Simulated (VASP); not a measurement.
Here is the system:

```
CELL_PARAMETERS angstrom
      0.00000     2.73450     2.73450
      2.73450     0.00000     2.73450
      2.73450     2.73450     0.00000
ATOMIC_POSITIONS crystal
  Si 0.00000 0.00000 0.00000
  Si 0.25000 0.25000 0.25000
```

Level of theory: optB88-vdW, VASP's PBE PAW potentials (set 64) (plane waves; VASP). Settings: 520 eV cut-off, Gaussian smearing of 0.050 eV, potentials Si.

Question: Give the energies of bands 2 to 7 at the high-symmetry points, in eV from the valence-band maximum.

Answer: 
```tsv
band	Γ	X	U	L	W
2	0.00	-7.72	-7.14	-6.82	-7.57
3	0.00	-2.76	-4.13	-1.16	-3.70
4	0.00	-2.76	-2.34	-1.16	-3.70
5	2.64	0.86	1.33	1.51	4.35
6	2.64	0.86	4.19	3.45	4.35
7	2.64	9.97	7.45	3.45	5.00
```

The gap is indirect, 0.71 eV, from the valence maximum at Γ to the conduction minimum at Γ-X at 0.86.

Measured: gap 1.23 eV (computed value off by -0.52 eV), as given by Wei Chen et al., Physical Review Materials (2018), doi:10.1103/physrevmaterials.2.073803 [zero-point renormalisation of 0.06 eV added back (the table's ZPR column)].

The compound is Si in the diamond structure. It was relaxed first.
